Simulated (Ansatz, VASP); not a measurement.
# SiSnW (SiSnW in the AlB2 type) in two plane-wave programs

Wanted: the spread between two codes on one cell, functional and k mesh. The cell is generated by rule, not measured, and may not be a known phase. The cell is taken from a series of runs on this material, whose earlier steps may have relaxed, scaled, displaced or heated it; both programs get it as it stands.

Calculated with Ansatz 0.2.0; plane waves, with VASP 6.6.1 beside it; relaxation of cell and atoms at PBEsol.

## (1) The starting structure

Symmetry: P-6m2, No. 187, hexagonal system. Conventional cell: a = 4.675 Å, b = 4.675 Å, c = 2.709 Å, α = 90.00°, β = 90.00°, γ = 120.00°. Nearest to W lie 2 W at 2.71 Å and 6 Si at 3.02 Å and 6 Sn at 3.02 Å. Nearest to Si lie 3 Sn at 2.70 Å and 2 Si at 2.71 Å and 6 W at 3.02 Å. Nearest to Sn lie 3 Si at 2.70 Å and 2 Sn at 2.71 Å and 6 W at 3.02 Å. Farther neighbours are not listed.

## (2) Ansatz: relaxation of cell and atoms, PBEsol, pair 1

Ansatz runs on its PAW soft_1 files.

The relaxed volume is the usual yardstick between codes: in a stiff, nearly cubic crystal its relative difference is about their pressure difference at one cell divided by the bulk modulus.

input.yaml

```yaml
crystal:
  lattice:
    - [4.6745424935, 0.0, 0.0]
    - [-2.3372712468, 4.0482725504, 0.0]
    - [0.0, 0.0, 2.709376414]
  atoms:
    - { symbol: W, position: [0.0, 0.0, 0.0] }
    - { symbol: Si, position: [0.3333333333, 0.6666666667, 0.5] }
    - { symbol: Sn, position: [0.6666666667, 0.3333333333, 0.5] }
kpoints:
  mp_grid: { grid: [6, 6, 12] }
hamiltonian:
  xc: pbesol
  pseudopotentials: { kind: paw, azcp: { folder: soft_1 }, xc_functional: pbe }
scf:
  occupations: { method: methfessel_paxton, width: 0.2 }
output:
  forces: true
  stress: true
  eigenvalues: true
relax:
  adjacent_minimum: "off"
  f_tol: 0.001
  max_steps: 60
  cell: { stress_tol: 0.01 }
```

Launch:

```bash
$ ansatz run input.yaml --threads 4 --pin off --max-ram 12288MiB --backend cpu --events-out ev --progress --plain --runs-dir out
```

Numbers of over 12 decimals in the logs are rounded to 6 here.

Output:

```text
Engine: ansatz 0.2.0, aarch64-unknown-linux-gnu
Pseudopotentials: kind: paw
Pseudopotential: W, paw, valence charge 14, recommended cutoff 420 eV (normal), soft_1/W.paw.azcp
Pseudopotential: Si, paw, valence charge 4, recommended cutoff 420 eV (normal), soft_1/Si.paw.azcp
Pseudopotential: Sn, paw, valence charge 14, recommended cutoff 420 eV (normal), soft_1/Sn.paw.azcp
Functional definition: PBEsol
  exchange = pbesol_x
  correlation = pbesol_c
Crystal: 3 atoms, lattice volume = 51.272 Å³
Basis set: ecut = 420 eV, 999 PW (Γ), exchange–correlation on 64×64×40 points (8 copies of the dense FFT grid, shifted against one another)
Bands: 20, of which v1, the nominal top of the filled ones, is band 16 counted from 1 (15 counted from 0)
Symmetry: 12 space group operations
Space group: P-6m2 (ITA 187), of the structure as read, at distance tolerance 3.7e-5 Å
k-points: 49 of 432 (time reversal used)
Non-local potential: W, projectors of the file, l = 0: 3, l = 1: 2, l = 2: 2, l = 3: 1
Non-local potential: Si, projectors of the file, l = 0: 2, l = 1: 2, l = 2: 1
Non-local potential: Sn, projectors of the file, l = 0: 2, l = 1: 2, l = 2: 2, l = 3: 1
PAW form: soft (Blöchl's): semilocal exchange-correlation on the pseudo side does not see the compensation charge
PAW frozen core: W, regenerated for the run's functional, and the local potential with it (the file was generated under x = pbe(κ = 0.804, μ = 0.219515), c = pbe(β = 0.066725))
PAW frozen core: Si, regenerated for the run's functional, and the local potential with it (the file was generated under x = pbe(κ = 0.804, μ = 0.219515), c = pbe(β = 0.066725))
PAW frozen core: Sn, regenerated for the run's functional, and the local potential with it (the file was generated under x = pbe(κ = 0.804, μ = 0.219515), c = pbe(β = 0.066725))
PAW one-centre angular grid: W, 590 points (default); XC on 64 Gauss nodes
PAW one-centre angular grid: Si, 110 points (default); XC on 64 Gauss nodes
PAW one-centre angular grid: Sn, 590 points (default); XC on 64 Gauss nodes
Initial density: superposition of atomic densities (chi_scale 0.1, normalization cell, long waves kept (reshape's long-wave potential 0.00 eV rms))
Initial wavefunctions: pseudopotential atomic-orbital guess
Functional: x = pbesol(κ = 0.804, μ = 0.123457), c = pbesol(β = 0.046)
SCF iter   1: F=—  HF=-16827.130200 eV  |F-HF|=—  |Δ(HF+E_count)|=         —  Δρ=4.97e-2  dr2=1.97e0  ethr=3.10e-3  ⟨swp⟩=5.3  Hψ=4802  notcnv=0
preconditioner: auto → none  [metal: Δε(μ)=0.046 eV  Ē_g=13.947 eV  σ=0.200 eV  W_gap=0.19  n_scr=8 (ndim 8)  ℏωp=25.4 eV  f_vac=0.000  D(μ)=1.76/eV (n_scr^D=8)  sad-step TF]
SCF iter   2: F=—  HF=-16826.869595 eV  |F-HF|=—  |Δ(HF+E_count)|=   2.61e-1  S|Δr|=    0.00e0  Δρ=3.26e-2  dr2=9.18e-1  ethr=3.10e-3  ⟨swp⟩=2.0  Hψ=1511  notcnv=0  defer=2
SCF iter   3: F=—  HF=-16826.671891 eV  |F-HF|=—  |Δ(HF+E_count)|=   1.98e-1  S|Δr|=    0.00e0  Δρ=2.71e-3  dr2=6.48e-3  ethr=2.87e-3  ⟨swp⟩=2.1  Hψ=1393  notcnv=0  defer=2
SCF iter   4: F=—  HF=-16826.671100 eV  |F-HF|=—  |Δ(HF+E_count)|=   7.91e-4  S|Δr|=    0.00e0  Δρ=7.33e-4  dr2=2.15e-4  ethr=2.03e-5  ⟨swp⟩=2.8  Hψ=2147  notcnv=0  defer=3
SCF iter   5: F=—  HF=-16826.671116 eV  |F-HF|=—  |Δ(HF+E_count)|=   1.57e-5  S|Δr|=    0.00e0  Δρ=1.58e-4  dr2=2.36e-5  ethr=6.71e-7  ⟨swp⟩=2.0  Hψ=1563  notcnv=0  defer=3
SCF iter   6: F=—  HF=-16826.671117 eV  |F-HF|=—  |Δ(HF+E_count)|=   1.59e-6  S|Δr|=    0.00e0  Δρ=4.68e-5  dr2=1.51e-6  ethr=7.36e-8  ⟨swp⟩=2.3  Hψ=1482  notcnv=0  defer=3
SCF iter   7: F=-16826.671117 eV  HF=-16826.671117 eV  |F-HF|=1.03e-9  |Δ(HF+E_count)|=   2.33e-7  S|Δr|=    0.00e0  Δρ=8.53e-6  dr2=1.47e-8  ethr=3.13e-10  ⟨swp⟩=6.9  Hψ=4735  notcnv=0
SCF 1 converged in 7 iterations: F = -16826.671117 eV  dr2 = 1.47e-8
  greatest PAW one-centre occupation: 0.999 electrons in one spin orbital (limit 2), on the W atom at site 0 (counted from 0), in its partial waves of l = 0
relax step   1: F+E_penalty+E_count = -16826.67111691 eV  Δ(F+E_penalty+E_count) = +0.000e0 eV  max|allowed force component| = 1.727e-16 eV/Å  Δτ_max = 0.0000 Å  P = +0.200 GPa  Ω = 51.272 Å³  (7 SCF iters, dr2 threshold 1.00e-7 eV, accepted)
[...]
relax step   2: F+E_penalty+E_count = -16826.67192950 eV  Δ(F+E_penalty+E_count) = -8.126e-4 eV  max|allowed force component| = 8.018e-17 eV/Å  Δτ_max = 0.0000 Å  P = -0.105 GPa  Ω = 51.551 Å³  energy of the carried Pulay correction = -4.212e-5 eV  (4 SCF iters, dr2 threshold 3.00e-7 eV, accepted)
[...]
relax step   3: F+E_penalty+E_count = -16826.67286456 eV  Δ(F+E_penalty+E_count) = -9.351e-4 eV  max|allowed force component| = 5.705e-17 eV/Å  Δτ_max = 0.0000 Å  P = -0.024 GPa  Ω = 51.445 Å³  energy of the carried Pulay correction = -2.657e-5 eV  (3 SCF iters, dr2 threshold 3.00e-7 eV, accepted)
[...]
relax step   4: F+E_penalty+E_count = -16826.67286849 eV  Δ(F+E_penalty+E_count) = -3.932e-6 eV  max|allowed force component| = 1.480e-16 eV/Å  Δτ_max = 0.0000 Å  P = +0.014 GPa  Ω = 51.436 Å³  energy of the carried Pulay correction = -2.478e-5 eV  (3 SCF iters, dr2 threshold 1.42e-8 eV, accepted)
[...]
relax step   5: F+E_penalty+E_count = -16826.67286782 eV  Δ(F+E_penalty+E_count) = +6.648e-7 eV  max|allowed force component| = 5.178e-17 eV/Å  Δτ_max = 0.0000 Å  P = -0.001 GPa  Ω = 51.441 Å³  energy of the carried Pulay correction = -2.565e-5 eV  (2 SCF iters, dr2 threshold 7.75e-10 eV, accepted)
[...]
relax step   6: F+E_penalty+E_count = -16826.67288934 eV  Δ(F+E_penalty+E_count) = -2.152e-5 eV  max|allowed force component| = 5.178e-17 eV/Å  Δτ_max = 0.0000 Å  P = -0.001 GPa  Ω = 51.441 Å³  stress off target by 7.45e-4 GPa  SCF on the basis re-selected at this cell (its energy is not comparable with the rows above)  (5 SCF iters)
basis re-selected at this cell: Δ(F+E_penalty+E_count) = -2.152e-5 eV, ΔP = +0.000 GPa vs the last step (what re-selecting the basis moved, of the pressure what is left beyond the Pulay correction that the steps carried, after the strain that the cell walked since its last selection, with what the two solves' SCF thresholds leave and, on support functions, any second-order correction that the steps lacked; it is no m [...]
SCF converged after 5 iterations
Stability not checked: this state was not tested for a lower state beside it, because cold or Methfessel-Paxton smearing, or corrected tetrahedra, fill the levels in a way that the test cannot read (fill_not_monotonic; see scf.lower_state_search)
Free energy (F): -16826.672889 eV
Harris-Foulkes:  -16826.672889 eV  (|F-HF|=0.00e0)
Internal energy: -16826.670516 eV  (E = F + TS)
E sigma→0 (E₀):  -16826.672296 eV
Entropy (-TS):   -0.002373 eV (-0.791 meV/atom)
Fermi energy:    16.207549 eV
--- Per-component energies (eV) ---
  E_band       = -144.738685
  E_kinetic    = 634.141186
  E_local      = -1766.692182  (includes V_loc(G=0)·N_el)
  E_nonlocal   = 147.812203
  E_hartree    = 845.702528
  E_xc         = -447.939793
  E_vxc        = -361.328835  (∫ρ·V_xc dr)
  E_paw        = -13245.246945  (= ΣΔE_a)
  E_vpaw       = -490.076618  (= ΣTr[D̂ρ^β])
  E_aug_tail   = 0.000479  (compensation charges beyond the density's cutoff)
  E_ewald      = -2994.986251
  E_core_change = 0.538258  (= ΣΔE_core)
  E_smearing   = -0.002373  (= −TS)
  E_closure    = 0.000000  (closes the sum)
  Σ components = -16826.672889   (vs F -16826.672889, Δ=0.00e0)
--- Forces (eV/Å), atoms counted from 1 ---
  atom   1  W      0.00000000    -0.00000000     0.00000000
  atom   2  Si    -0.00000000    -0.00000000     0.00000000
  atom   3  Sn     0.00000000     0.00000000    -0.00000000
  max |Σ_I F_I| component: 4.63e-17 eV/Å
--- Stress (GPa, compression-positive) ---
       -0.000745      -0.000000      -0.000000
       -0.000000      -0.000745      -0.000000
       -0.000000      -0.000000      -0.000331
  P = ⅓ Tr σ = -0.0006 GPa (-0.006 kbar)
--- Band table (eV; the first three rows and the last of 49) ---
  k-point 0: bands = [... 12 lower, 10.5620, 11.9281, 14.9747, 14.9747, 18.3032, 18.3032, 19.1935, 19.1935]
  k-point 1: bands = [... 12 lower, 10.6945, 12.2658, 14.7792, 14.7792, 18.3958, 18.3958, 19.1065, 19.1577]
  k-point 2: bands = [... 12 lower, 11.1014, 13.1688, 14.2599, 14.2599, 17.8573, 18.6912, 18.6912, 19.0265]
  k-point 48: bands = [... 12 lower, 11.5210, 12.9832, 14.5843, 15.3242, 15.7608, 16.7093, 16.8032, 20.7835]
--- Relaxed structure (5 steps of the walk, 5 accepted, 1 SCFs on fresh bases) ---
  F+E_penalty+E_count = -16826.67288934 eV   max|allowed force component| = 5.178e-17 eV/Å   (the final SCF, on the basis selected at the relaxed cell)
  cell:  # Å, volume = 51.4406 Å³
    - [4.691325, 2.8971008508043335e-11, 0]
    - [-2.345663, 4.062807, 0]
    - [0, 0, 2.698886]
  atoms:
    - { symbol: W, position: [0, 0, 0] }
    - { symbol: Si, position: [0.333333, 0.666667, 0.5] }
    - { symbol: Sn, position: [0.666667, 0.333333, 0.5] }
```

In the SCF lines HF is the Harris–Foulkes energy and dr2 the Hartree energy of the density residual, in eV; the loop may stop once dr2 is under the threshold and the program's other checks hold. Hψ counts applications of the Hamiltonian.

## (3) VASP: relaxation of cell and atoms, PBEsol, pair 1

The same cell, functional, mesh and smearing now go to VASP, with its own data sets.

Lines of VASP's logs that name or quote its potential files are left out, and so is its time.

INCAR

```
SYSTEM = SiSnW
PREC = Accurate
ENCUT = 600
EDIFF = 1E-07
NELM = 120
ISMEAR = 1
SIGMA = 0.2
LREAL = .FALSE.
ALGO = Normal
GGA = PS
NBANDS = 18
LASPH = .TRUE.
LORBIT = 11
LWAVE = .FALSE.
LCHARG = .FALSE.
ISIF = 3
IBRION = 2
NSW = 80
EDIFFG = -0.005
GGA_COMPAT = .FALSE.
NELMIN = 4
KPAR = 2
```

POSCAR

```
SiSnW
1.0
    4.6745420000      0.0000000000      0.0000000000
   -2.3372710000      4.0482730000      0.0000000000
    0.0000000000      0.0000000000      2.7093760000
W Si Sn
1 1 1
Direct
    0.0000000000      0.0000000000      0.0000000000
    0.3333332510      0.6666665020      0.5000000000
    0.6666666255      0.3333332510      0.5000000000
```

KPOINTS

```
Automatic mesh
0
Gamma
6 6 12
0 0 0
```

PAW data sets: W, Si and Sn_d (PBE family, release 64).

Launch:

```bash
$ mpirun -np 2 vasp_std
```

Output:

```text
[banner, memory and clock lines left out]
running    2 mpi-ranks, on    1 nodes
 distrk:  each k-point on    1 cores,    2 groups
 distr:  one band on    1 cores,    1 groups

 POSCAR found type information on POSCAR W SiSn
 POSCAR found :  3 types and       3 ions
|                                                                             |
|               ----> ADVICE to this user running VASP <----                  |
|                                                                             |
|     You enforced a specific xc type in the INCAR file but a different       |
|     [... a line on the potential file left out ...]
|     I HOPE YOU KNOW WHAT YOU ARE DOING!                                     |
|                                                                             |

 LDA part: xc-table for (Slater+PW92), standard interpolation
 POSCAR, INCAR and KPOINTS ok, starting setup
 FFT: planning ... GRIDC
 FFT: planning ... GRID_SOFT
 FFT: planning ... GRID
 WAVECAR not read
 entering main loop
       N       E                     dE             d eps       ncg     rms          rms(c)
DAV:   1     0.163790794206E+03    0.16379E+03   -0.12780E+04  1792   0.191E+03
DAV:   2    -0.472734299811E+01   -0.16852E+03   -0.16410E+03  1856   0.441E+02
DAV:   3    -0.219107254716E+02   -0.17183E+02   -0.16802E+02  2196   0.116E+02
DAV:   4    -0.225231709691E+02   -0.61245E+00   -0.60245E+00  2154   0.202E+01
DAV:   5    -0.225355243586E+02   -0.12353E-01   -0.12331E-01  2390   0.314E+00    0.168E+01
DAV:   6    -0.218267301664E+02    0.70879E+00   -0.54228E+00  2328   0.922E+00    0.634E+00
DAV:   7    -0.216735775019E+02    0.15315E+00   -0.12001E+00  2352   0.657E+00    0.505E+00
DAV:   8    -0.216156948797E+02    0.57883E-01   -0.21751E-01  2096   0.274E+00    0.320E-01
DAV:   9    -0.216149372249E+02    0.75765E-03   -0.72434E-03  2286   0.981E-01    0.186E-01
DAV:  10    -0.216147252872E+02    0.21194E-03   -0.57916E-04  2088   0.225E-01    0.547E-02
DAV:  11    -0.216147170953E+02    0.81919E-05   -0.83968E-05  2308   0.594E-02    0.218E-02
DAV:  12    -0.216147178593E+02   -0.76400E-06   -0.71820E-06  1980   0.168E-02    0.373E-03
DAV:  13    -0.216147173323E+02    0.52694E-06   -0.69990E-07  2200   0.638E-03    0.255E-03
DAV:  14    -0.216147172592E+02    0.73157E-07   -0.23666E-08  1076   0.122E-03
   1 F= -.21614717E+02 E0= -.21613915E+02  d E =-.216147E+02
[...]
2 F= -.21615226E+02 E0= -.21614515E+02  d E =-.509039E-03
[...]
3 F= -.21616843E+02 E0= -.21616044E+02  d E =-.212610E-02
[...]
4 F= -.21616944E+02 E0= -.21616186E+02  d E =-.101118E-03
 trial-energy change:   -0.000101  1 .order   -0.000108   -0.000650    0.000434
 step:   0.5361(harm=  0.5446)  dis= 0.00000  next Energy=   -21.617034 (dE=-0.191E-03)
 bond charge predicted
       N       E                     dE             d eps       ncg     rms          rms(c)
DAV:   1    -0.216176840955E+02   -0.73962E-03   -0.16051E-02  2262   0.189E+00    0.156E-01
DAV:   2    -0.216171699671E+02    0.51413E-03   -0.12432E-03  2296   0.536E-01    0.703E-02
DAV:   3    -0.216170435353E+02    0.12643E-03   -0.31200E-04  2350   0.276E-01    0.235E-02
DAV:   4    -0.216170346546E+02    0.88807E-05   -0.37828E-05  2402   0.476E-02    0.857E-03
DAV:   5    -0.216170336498E+02    0.10049E-05   -0.30831E-06  2232   0.167E-02    0.384E-03
DAV:   6    -0.216170336821E+02   -0.32356E-07   -0.43860E-07  1984   0.539E-03
   5 F= -.21617034E+02 E0= -.21616255E+02  d E =-.190325E-03
 curvature:  -0.30 expect dE=-0.144E-05 dE for cont linesearch -0.727E-06
 trial: gam=-0.06587 g(F)=  0.754E-42 g(S)=  0.484E-05 ort = 0.437E-04 (trialstep = 0.834E+00)
 search vector abs. value=  0.247E-05
 reached required accuracy - stopping structural energy minimisation
```

Parts of OUTCAR (step 3):

```text
ion  position               nearest neighbor table
   1  0.000  0.000  0.000-   2 3.02   2 3.02   3 3.02   3 3.02   3 3.02   3 3.02   2 3.02   2 3.02
                             2 3.02   2 3.02   3 3.02   3 3.02
   2  0.333  0.667  0.500-   3 2.70   3 2.70   3 2.70   1 3.02   1 3.02   1 3.02   1 3.02   1 3.02
                             1 3.02
   3  0.667  0.333  0.500-   2 2.70   2 2.70   2 2.70   1 3.02   1 3.02   1 3.02   1 3.02   1 3.02
                             1 3.02

  LATTYP: Found a hexagonal cell.
 ALAT       =     4.6745420000
 C/A-ratio  =     0.5796024509

 Subroutine GETGRP returns: Found 12 space group operations
 (whereof 12 operations were pure point group operations)

The static configuration has the point symmetry D_3h.

 Found     49 irreducible k-points:

   k-points           NKPTS =     49   k-points in BZ     NKDIM =     49   number of bands    NBANDS=     18

   dimension x,y,z NGX =    40 NGY =   40 NGZ =   24
   dimension x,y,z NGXF=    80 NGYF=   80 NGZF=   48

   ENCUT  =  600.0 eV  44.10 Ry    6.64 a.u.   9.34  9.34  5.41*2*pi/ulx,y,z

   NELECT =      24.0000    total number of electrons

 k-points in reciprocal lattice and weights: Automatic mesh
   0.00000000  0.00000000  0.00000000       0.002
   0.16666667  0.00000000  0.00000000       0.014
   0.33333333 -0.00000000  0.00000000       0.014
   0.50000000  0.00000000  0.00000000       0.007
   0.16666667  0.16666667  0.00000000       0.014
   0.33333333  0.16666667  0.00000000       0.028
   0.33333333  0.33333333  0.00000000       0.005
   0.00000000  0.00000000  0.08333333       0.005
   0.16666667  0.00000000  0.08333333       0.028
[...]
0.33333333  0.16666667  0.50000000       0.028
   0.33333333  0.33333333  0.50000000       0.005

 average (electrostatic) potential at core
       1 -35.5423       2 -79.8085       3 -97.0444

 E-fermi :  10.1042

 k-point     1 :       0.0000    0.0000    0.0000
  band No.  band energies     occupation
    ...
      8       4.4081      2.00000
      9       4.4634      2.00000
     10       5.8080      2.00000
     11       8.8620      2.00000
     12       8.8620      2.00000
     13      12.1964     -0.00000
     14      12.1964     -0.00000
     15      13.0841     -0.00000
     16      13.0841     -0.00000
     17      13.1410     -0.00000
    ...

 k-point     2 :       0.1667    0.0000    0.0000
  band No.  band energies     occupation
    ...
      8       4.4716      2.00000
      9       5.4562      2.00000
     10       6.6631      2.00000
     11       8.2291      2.00000
     12       8.6345      2.00000
     13      12.0828     -0.00000
     14      12.1891     -0.00000
     15      13.0966     -0.00000
     16      13.4924     -0.00000
     17      14.7606      0.00000
    ...

 k-point     3 :       0.3333   -0.0000    0.0000
  band No.  band energies     occupation
    ...
      8       4.6137      2.00000
      9       4.7238      2.00000
     10       7.2857      2.00000
     11       8.2068      2.00000
     12       9.6373      2.00470
     13      11.8935     -0.00000
     14      12.1747     -0.00000
     15      13.1046     -0.00000
     16      14.5176      0.00000
     17      16.9381      0.00000
    ...

  Total        0.0087165      0.0087165      0.0122041      0.0000000     -0.0000000      0.0000000
  in kB        0.2725445      0.2725446      0.3815932      0.0000000     -0.0000000      0.0000000
  external PRESSURE =       0.3088941 kB  Pullay stress =       0.0000000 kB

  energy-cutoff  :      600.00
  volume of cell :       51.24
      direct lattice vectors                 reciprocal lattice vectors
     4.686645965  0.000000000  0.000000000     0.213372208  0.123190475 -0.000000000
    -2.343322983  4.058755348 -0.000000000     0.000000000  0.246380950 -0.000000000
     0.000000000  0.000000000  2.693770953     0.000000000  0.000000000  0.371226811

 POSITION                                       TOTAL-FORCE (eV/Angst)
 -----------------------------------------------------------------------------------
      0.00000      0.00000      0.00000         0.000000     -0.000000      0.000000
      0.00000      2.70584      1.34689        -0.000000      0.000000      0.000000
      2.34332      1.35292      1.34689        -0.000000     -0.000000      0.000000
 -----------------------------------------------------------------------------------
    total drift:                                0.000000      0.000156     -0.000000

  FREE ENERGIE OF THE ION-ELECTRON SYSTEM (eV)
  ---------------------------------------------------
  free  energy   TOTEN  =       -21.6170336821 eV

  energy  without entropy=      -21.6146979690  energy(sigma->0) =      -21.61625511

 reached required accuracy - stopping structural energy minimisation

 total charge
# of ion       s       p       d       tot
------------------------------------------
    1        0.556   0.440   4.151   5.147
    2        0.810   0.734   0.000   1.544
    3        1.151   1.315  10.125  12.591
--------------------------------------------------
tot          2.517   2.488  14.277  19.282

[... 3 further parts left out ...]
```

CONTCAR:

```
SiSnW
   1.00000000000000
     4.6866459654535086    0.0000000000000000    0.0000000000000000
    -2.3433229827267543    4.0587553483896741   -0.0000000000000000
     0.0000000000000000    0.0000000000000000    2.6937709527443423
  W               Si              Sn
     1     1     1
Direct
     0.0000000000000000    0.0000000000000000    0.0000000000000000
     0.3333332509999991    0.6666665019999982    0.5000000000000000
     0.6666666254999996    0.3333332509999991    0.5000000000000000
```

## (4) Comparison

Known differences besides the potentials themselves: the data sets hold 32 valence electrons in Ansatz (on its PAW soft_1 files) and 24 in VASP; the cutoff is 420 eV in Ansatz and 600 eV in VASP; Ansatz makes its cores anew for this functional, VASP keeps those of its PBE data sets; Ansatz adds a Pulay correction to the stress that steers its cell, VASP none. Total energies have different zeros and are not compared.

The two programs side by side:

```tsv
quantity	Ansatz	VASP	difference
volume (Å³)	51.44	51.24	+0.39 %
edge a after relaxation, in the typed setting (Å)	4.691	4.687	+0.10 %
edge c after relaxation, in the typed setting (Å)	2.699	2.694	+0.19 %
```

(Continued in part 2 of 2.)

[Lines on the potential files, build, host, timing and source positions are cut from VASP's logs without a mark.]

[Logs are printed without paths, hosts, clocks, repeated set-up lines and the standing remarks that a program may print on its own settings, such as how far it seeks lower states.]

[Hosts, paths, dates, database ids (printed as entryN), source tags and the programs' standing remarks are cut or masked in the printed files.]
